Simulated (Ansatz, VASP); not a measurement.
# TiAl3: VASP beside Ansatz

One calculation is typed for both programs; each brings its own data sets and cutoff. How far apart do they land?

Method: plane waves, with VASP 6.6.1 beside it; single point at PBE, in Ansatz 0.2.0.

### Step 1. Set-up

The structure is tetragonal, space group I4/mmm (No. 139). Conventional cell: a = 3.822 Å, b = 3.822 Å, c = 8.561 Å, α = 90.00°, β = 90.00°, γ = 90.00°. Nearest to Ti lie 12 Al at 2.70 to 2.87 Å. Nearest to Al lie 8 Al at 2.70 to 2.87 Å and 4 Ti at 2.87 Å. Nearest to Al lie 4 Ti at 2.70 Å and 8 Al at 2.87 Å. Farther neighbours are not listed.

Coordinates:

```
Ti Al
1.0
    -1.91111    1.91111    4.28067
     1.91111   -1.91111    4.28067
     1.91111    1.91111   -4.28067
Ti Al
1 3
Direct
  0.00000 0.00000 0.00000
  0.25000 0.75000 0.50000
  0.75000 0.25000 0.50000
  0.50000 0.50000 0.00000
```

### Step 2. VASP: single point, PBE

A single point gives forces, pressure and levels at one fixed geometry, so differences don't come from the geometry; what else differs is listed under the comparison.

Lines of VASP's logs that name or quote its potential files are left out, and so is its time.

INCAR

```
SYSTEM = TiAl3
PREC = Accurate
ENCUT = 400
EDIFF = 1E-06
NELM = 100
ISMEAR = -1
SIGMA = 0.05
LREAL = .FALSE.
ALGO = Normal
GGA = PE
NBANDS = 16
LORBIT = 11
LWAVE = .FALSE.
LCHARG = .TRUE.
ISIF = 2
LELF = .TRUE.
LVHAR = .TRUE.
```

POSCAR

```
TiAl3
1.0
   -1.9111067713      1.9111067713      4.2806687947
    1.9111067713     -1.9111067713      4.2806687947
    1.9111067713      1.9111067713     -4.2806687947
Ti Al
1 3
Direct
    0.0000000000      0.0000000000      0.0000000000
    0.2500000000      0.7500000000      0.5000000000
    0.7500000000      0.2500000000      0.5000000000
    0.5000000000      0.5000000000      0.0000000000
```

KPOINTS

```
Automatic mesh
0
Gamma
10 10 10
0 0 0
```

PAW data sets: Ti_sv and Al (PBE family, release 64).

The run is started by

```sh
mpirun -np 2 vasp_std
```

Numbers of over 12 decimals in the logs are rounded to 6 here.

Output:

```text
[banner, memory and clock lines left out]
running    2 mpi-ranks, on    1 nodes
 distrk:  each k-point on    2 cores,    1 groups
 distr:  one band on    1 cores,    2 groups

 POSCAR found type information on POSCAR TiAl
 POSCAR found :  2 types and       4 ions
 LDA part: xc-table for (Slater+PW92), standard interpolation
 POSCAR, INCAR and KPOINTS ok, starting setup
 FFT: planning ... GRIDC
 FFT: planning ... GRID_SOFT
 FFT: planning ... GRID
 WAVECAR not read
 entering main loop
       N       E                     dE             d eps       ncg     rms          rms(c)
DAV:   1     0.101156315312E+03    0.10116E+03   -0.81201E+03  3264   0.101E+03
DAV:   2    -0.157556981516E+02   -0.11691E+03   -0.11488E+03  3392   0.277E+02
DAV:   3    -0.225550772232E+02   -0.67994E+01   -0.66875E+01  5512   0.629E+01
DAV:   4    -0.226749412019E+02   -0.11986E+00   -0.11980E+00  3640   0.838E+00
DAV:   5    -0.226794730304E+02   -0.45318E-02   -0.45317E-02  5456   0.152E+00    0.110E+01
DAV:   6    -0.214369449996E+02    0.12425E+01   -0.28292E+01  4792   0.388E+01    0.676E+00
DAV:   7    -0.207317558333E+02    0.70519E+00   -0.90098E+00  4240   0.218E+01    0.302E+00
DAV:   8    -0.207093221146E+02    0.22434E-01   -0.14364E+00  4176   0.933E+00    0.180E+00
DAV:   9    -0.206558049412E+02    0.53517E-01   -0.45152E-01  4408   0.510E+00    0.209E-01
DAV:  10    -0.206575183292E+02   -0.17134E-02   -0.10043E-02  4128   0.736E-01    0.273E-01
DAV:  11    -0.206559121382E+02    0.16062E-02   -0.95393E-03  4696   0.656E-01    0.301E-02
DAV:  12    -0.206559193954E+02   -0.72572E-05   -0.14417E-04  3872   0.888E-02    0.278E-02
DAV:  13    -0.206559194503E+02   -0.54916E-07   -0.18636E-06  4448   0.111E-02
   1 F= -.20655919E+02 E0= -.20649208E+02  d E =-.134235E-01
```

From OUTCAR (step 2):

```text
ion  position               nearest neighbor table
   1  0.000  0.000  0.000-   4 2.70   4 2.70   4 2.70   4 2.70   3 2.87   2 2.87   3 2.87   2 2.87
                             3 2.87   3 2.87   2 2.87   2 2.87
   2  0.250  0.750  0.500-   3 2.70   3 2.70   3 2.70   3 2.70   4 2.87   1 2.87   4 2.87   4 2.87
                             1 2.87   1 2.87   4 2.87   1 2.87
   3  0.750  0.250  0.500-   2 2.70   2 2.70   2 2.70   2 2.70   4 2.87   1 2.87   4 2.87   1 2.87
                             4 2.87   4 2.87   1 2.87   1 2.87
   4  0.500  0.500  0.000-   1 2.70   1 2.70   1 2.70   1 2.70   3 2.87   2 2.87   3 2.87   3 2.87
                             2 2.87   2 2.87   3 2.87   2 2.87

  LATTYP: Found a body centered tetragonal cell.
 ALAT       =     3.8222135426
 C/A-ratio  =     2.2398899208

 Subroutine GETGRP returns: Found 16 space group operations
 (whereof 16 operations were pure point group operations)

The static configuration has the point symmetry D_4h.

 Found    102 irreducible k-points:

   k-points           NKPTS =    102   k-points in BZ     NKDIM =    102   number of bands    NBANDS=     16

   dimension x,y,z NGX =    36 NGY =   36 NGZ =   36
   dimension x,y,z NGXF=    72 NGYF=   72 NGZF=   72

   ENCUT  =  400.0 eV  29.40 Ry    5.42 a.u.   8.26  8.26  8.26*2*pi/ulx,y,z

   NELECT =      21.0000    total number of electrons

 k-points in reciprocal lattice and weights: Automatic mesh
   0.00000000  0.00000000  0.00000000       0.001
   0.10000000  0.00000000 -0.00000000       0.008
   0.20000000  0.00000000 -0.00000000       0.008
   0.30000000  0.00000000 -0.00000000       0.008
   0.40000000  0.00000000  0.00000000       0.008
   0.50000000  0.00000000 -0.00000000       0.004
   0.10000000  0.10000000 -0.00000000       0.008
   0.20000000  0.10000000 -0.00000000       0.016
   0.30000000  0.10000000  0.00000000       0.016
[...]
-0.40000000 -0.40000000  0.40000000       0.002
   0.50000000  0.50000000  0.50000000       0.001

 average (electrostatic) potential at core
       1 -72.1184       2 -71.4447       3 -71.4447       4 -71.5436

 E-fermi :   8.3625

 k-point     1 :       0.0000    0.0000    0.0000
  band No.  band energies     occupation
    ...
      6       5.5021      2.00000
      7       5.7295      2.00000
      8       6.9527      2.00000
      9       7.1331      2.00000
     10       7.1331      2.00000
     11       9.2046      0.00000
     12      10.1115      0.00000
     13      10.1115      0.00000
     14      10.6046      0.00000
     15      10.8377      0.00000
    ...

 k-point     2 :       0.1000    0.0000   -0.0000
  band No.  band energies     occupation
    ...
      6       5.0312      2.00000
      7       6.1516      2.00000
      8       6.6819      2.00000
      9       6.9615      2.00000
     10       7.2097      2.00000
     11       8.8288      0.00018
     12       9.7966      0.00000
     13      10.4347      0.00000
     14      10.5561      0.00000
     15      11.1765      0.00000
    ...

 k-point     3 :       0.2000    0.0000   -0.0000
  band No.  band energies     occupation
    ...
      7       5.5497      2.00000
      8       6.4563      2.00000
      9       7.2206      2.00000
     10       7.4009      2.00000
     11       8.3663      0.96213
     12       9.4269      0.00000
     13      10.3586      0.00000
     14      11.0793      0.00000
     15      11.6950      0.00000
     16      12.4508      0.00000

  Total        0.7076135      0.7076135      0.6514067      0.0000000      0.0000000      0.0000000
  in kB       18.1286383     18.1286383     16.6886526      0.0000000      0.0000000      0.0000000
  external PRESSURE =      17.6486431 kB  Pullay stress =       0.0000000 kB

  energy-cutoff  :      400.00
  volume of cell :       62.54
      direct lattice vectors                 reciprocal lattice vectors
    -1.911106771  1.911106771  4.280668795     0.000000000  0.261628501  0.116804178
     1.911106771 -1.911106771  4.280668795     0.261628501  0.000000000  0.116804178
     1.911106771  1.911106771 -4.280668795     0.261628501  0.261628501  0.000000000

 POSITION                                       TOTAL-FORCE (eV/Angst)
 -----------------------------------------------------------------------------------
      0.00000      0.00000      0.00000         0.000000      0.000000      0.000000
      1.91111      0.00000      2.14033        -0.000000      0.000000     -0.000000
      0.00000      1.91111      2.14033         0.000000     -0.000000      0.000000
      0.00000      0.00000      4.28067         0.000000      0.000000      0.000000
 -----------------------------------------------------------------------------------
    total drift:                               -0.000000      0.000000      0.000000

  FREE ENERGIE OF THE ION-ELECTRON SYSTEM (eV)
  ---------------------------------------------------
  free  energy   TOTEN  =       -20.6559194503 eV

  energy  without entropy=      -20.6424959617  energy(sigma->0) =      -20.64920771

 total charge
# of ion       s       p       d       tot
------------------------------------------
    1        2.165   6.118   2.018  10.301
    2        0.407   0.407   0.000   0.814
    3        0.407   0.407   0.000   0.814
    4        0.446   0.375   0.000   0.822
--------------------------------------------------
tot          3.425   7.307   2.018  12.750

[... 3 further parts left out ...]
```

This run has no spin polarisation. Its electron count is odd, so without a moment it is a metal by construction.

### Step 3. Ansatz: single point, PBE

Ansatz runs on its default PAW (the set named soft_2) files.

The same cell, functional, mesh and smearing now go to Ansatz, which takes its cutoff from its data sets.

input.yaml

```yaml
crystal:
  lattice:
    - [-1.9111067713, 1.9111067713, 4.2806687947]
    - [1.9111067713, -1.9111067713, 4.2806687947]
    - [1.9111067713, 1.9111067713, -4.2806687947]
  atoms:
    - { symbol: Ti, position: [0.0, 0.0, 0.0] }
    - { symbol: Al, position: [0.25, 0.75, 0.5] }
    - { symbol: Al, position: [0.75, 0.25, 0.5] }
    - { symbol: Al, position: [0.5, 0.5, 0.0] }
hamiltonian:
  xc: pbe
  pseudopotentials: { kind: paw }
kpoints:
  mp_grid: { grid: [10, 10, 10] }
scf:
  occupations: { method: fermi_dirac, width: 0.05 }
  n_extra_bands: 5
output:
  forces: true
  stress: true
  eigenvalues: true
```

The run is started by

```sh
ansatz run input.yaml --threads 2 --pin off --max-ram 4608MiB --backend cpu --events-out ev --progress --plain --runs-dir out
```

Output:

```text
scf.n_extra_bands = 5 over 11 filled bands (N_el = 21.0): the run solves 16 bands
Engine: ansatz 0.2.0, aarch64-unknown-linux-gnu
Pseudopotentials: kind: paw
Pseudopotential: Ti, paw, valence charge 12, recommended cutoff 420 eV (normal), Ti.paw.azcp
Pseudopotential: Al, paw, valence charge 3, recommended cutoff 420 eV (normal), Al.paw.azcp
Functional definition: PBE
  parameter kappa = 0.804
  parameter beta = 0.066725
  exchange = pbe_x(kappa = kappa, mu = beta*pi^2/3)
  correlation = pbe_c(beta = beta)
Crystal: 4 atoms, lattice volume = 62.538 Å³
Basis set: ecut = 420 eV, 1203 PW (Γ), exchange–correlation on 72×72×72 points (8 copies of the dense FFT grid, shifted against one another)
Bands: 16, of which v1, the nominal top of the filled ones, is band 11 counted from 1 (10 counted from 0)
Symmetry: 16 space group operations
Space group: I4/mmm (ITA 139), of the structure as read, at distance tolerance 4.0e-5 Å
k-points: 102 of 1000
Non-local potential: Ti, projectors of the file, l = 0: 3, l = 1: 2, l = 2: 3, l = 3: 1
Non-local potential: Al, projectors of the file, l = 0: 2, l = 1: 2, l = 2: 1
PAW form: soft (Blöchl's): semilocal exchange-correlation on the pseudo side does not see the compensation charge
PAW one-centre angular grid: Ti, 590 points (default); XC on 64 Gauss nodes
PAW one-centre angular grid: Al, 110 points (default); XC on 64 Gauss nodes
Initial density: superposition of atomic densities (neutral atoms: chi_scale 0, normalization atom), corrected by the library's trained network
Initial wavefunctions: pseudopotential atomic-orbital guess
Functional: x = pbe(κ = 0.804, μ = 0.219515), c = pbe(β = 0.066725)
SCF iter   1: F=—  HF=-4113.763198 eV  |F-HF|=—  |Δ(HF+E_count)|=         —  Δρ=3.20e-3  dr2=9.70e-3  ethr=1.77e-3  ⟨swp⟩=5.8  Hψ=9428  notcnv=0
preconditioner: auto → Kerker (q_TF=auto, 2.275 Å⁻¹)  [metal: Δε(μ)=0.006 eV  Ē_g=5.932 eV  σ=0.050 eV  W_gap=0.03  n_scr=10 (ndim 8)  ℏωp=16.9 eV  f_vac=0.000  D(μ)=1.60/eV (n_scr^D=10)]
SCF iter   2: F=—  HF=-4113.761963 eV  |F-HF|=—  |Δ(HF+E_count)|=   1.23e-3  Δρ=1.70e-3  dr2=2.81e-3  ethr=4.62e-5  ⟨swp⟩=1.1  Hψ=2460  notcnv=0
SCF iter   3: F=—  HF=-4113.761588 eV  |F-HF|=—  |Δ(HF+E_count)|=   3.76e-4  Δρ=2.49e-4  dr2=4.12e-5  ethr=1.34e-5  ⟨swp⟩=2.0  Hψ=1845  notcnv=0
SCF iter   4: F=—  HF=-4113.761593 eV  |F-HF|=—  |Δ(HF+E_count)|=   5.19e-6  Δρ=5.15e-5  dr2=2.33e-6  ethr=1.96e-7  ⟨swp⟩=2.5  Hψ=2226  notcnv=0
iter 5 did not close the SCF: its close was put off for the readings that it lacked (scf_convergence_deferred on its scf_iter line)
SCF iter   5: F=-4113.761592 eV  HF=-4113.761592 eV  |F-HF|=6.71e-9  |Δ(HF+E_count)|=   4.53e-7  Δρ=7.36e-6  dr2=2.92e-8  ethr=1.11e-8  ⟨swp⟩=2.3  Hψ=2078  notcnv=0
SCF iter   6: F=-4113.761592 eV  HF=-4113.761592 eV  |F-HF|=3.69e-10  |Δ(HF+E_count)|=  4.09e-11  Δρ=1.63e-6  dr2=1.08e-9  ethr=1.39e-10  ⟨swp⟩=3.3  Hψ=5734  notcnv=0
SCF 1 converged in 6 iterations: F = -4113.761592 eV  dr2 = 1.08e-9
  greatest PAW one-centre occupation: 0.999 electrons in one spin orbital (limit 2), on the Ti atom at site 0 (counted from 0), in its partial waves of l = 0
SCF converged after 6 iterations
Free energy (F): -4113.761592 eV
Harris-Foulkes:  -4113.761592 eV  (|F-HF|=3.69e-10)
Internal energy: -4113.748144 eV  (E = F + TS)
E sigma→0 (E₀):  -4113.754868 eV
Entropy (-TS):   -0.013449 eV (-3.362 meV/atom)
Fermi energy:    9.702869 eV
--- Per-component energies (eV) ---
  E_band       = -149.977891
  E_kinetic    = 344.415533
  E_local      = -1187.429124  (includes V_loc(G=0)·N_el)
  E_nonlocal   = 40.365252
  E_hartree    = 523.495296
  E_xc         = -218.403223
  E_vxc        = -211.107866  (∫ρ·V_xc dr)
  E_paw        = -2450.801237  (= ΣΔE_a)
  E_vpaw       = -183.213023  (= ΣTr[D̂ρ^β])
  E_aug_tail   = 0.000113  (compensation charges beyond the density's cutoff)
  E_ewald      = -1165.390755
  E_smearing   = -0.013449  (= −TS)
  E_closure    = 0.000000  (closes the sum)
  Σ components = -4113.761592   (vs F -4113.761592, Δ=0.00e0)
--- Forces (eV/Å), atoms counted from 1 ---
  atom   1  Ti     0.00000000    -0.00000000    -0.00000000
  atom   2  Al     0.00000000    -0.00000000     0.00000000
  atom   3  Al    -0.00000000     0.00000000     0.00000000
  atom   4  Al    -0.00000000     0.00000000    -0.00000000
  max |Σ_I F_I| component: 6.94e-18 eV/Å
--- Stress (GPa, compression-positive) ---
        2.144939      -0.000000       0.000000
       -0.000000       2.144939       0.000000
        0.000000      -0.000000       2.006813
  P = ⅓ Tr σ = 2.0989 GPa (20.989 kbar)
--- Band table (eV; the first three rows and the last of 102) ---
  k-point 0: bands = [... 7 lower, 8.2947, 8.4762, 8.4762, 10.5431, 11.4518, 11.4518, 11.9374, 12.1795, ... 1 higher]
  k-point 1: bands = [... 7 lower, 7.8967, 8.0812, 8.4691, 9.7193, 11.6577, 11.6800, 11.6805, 12.6420, ... 1 higher]
  k-point 2: bands = [... 7 lower, 7.4106, 7.6631, 8.4543, 8.4651, 11.6274, 11.8254, 11.9133, 12.9083, ... 1 higher]
  k-point 101: bands = [... 7 lower, 8.7836, 8.7836, 9.4702, 10.4161, 10.4161, 10.6634, 12.7827, 14.4866, ... 1 higher]
```

It took 2.6 s on 2 threads of Arm Neoverse V2, shared host; peak memory 0.39 GiB; 5.1 s of CPU time.

The column dr2 measures how far the density is from self-consistency, as an energy; F and HF (Harris–Foulkes) agree once it is small.

The run ends at a pressure of 2.10 GPa.

### Step 4. Comparison

Known differences besides the potentials themselves: the cutoff is 420 eV in Ansatz and 400 eV in VASP; VASP leaves aspherical gradient terms in its spheres out (LASPH is not set), Ansatz keeps them. Total energies have different zeros and are not compared.

Compared:

| quantity | Ansatz | VASP | difference |
| --- | --- | --- | --- |
| pressure (GPa) | 2.10 | 1.76 | +0.33 |
| pressure without Ansatz's Pulay correction (GPa) | 2.04 | 1.76 | +0.28 |

Ansatz's pressure holds a Pulay correction of 0.06 GPa; VASP's holds none.

### Step 5. What came out

```
difference in pressure (single point, PBE) : 0.33 GPa
```

The difference in pressure is 0.33 GPa (single point, PBE), within the 1 GPa picked in this series as the mark of a large difference. Such differences can come from data sets, numerical settings and the points named under the comparisons, not from the functional's error against experiment.

[Lines on the potential files, build, host, timing and source positions are cut from VASP's logs without a mark.]

[Logs are printed without paths, hosts, clocks, repeated set-up lines and the standing remarks that a program may print on its own settings, such as how far it seeks lower states.]

[Hosts, paths, dates, database ids (printed as entryN), source tags and the programs' standing remarks are cut or masked in the printed files.]
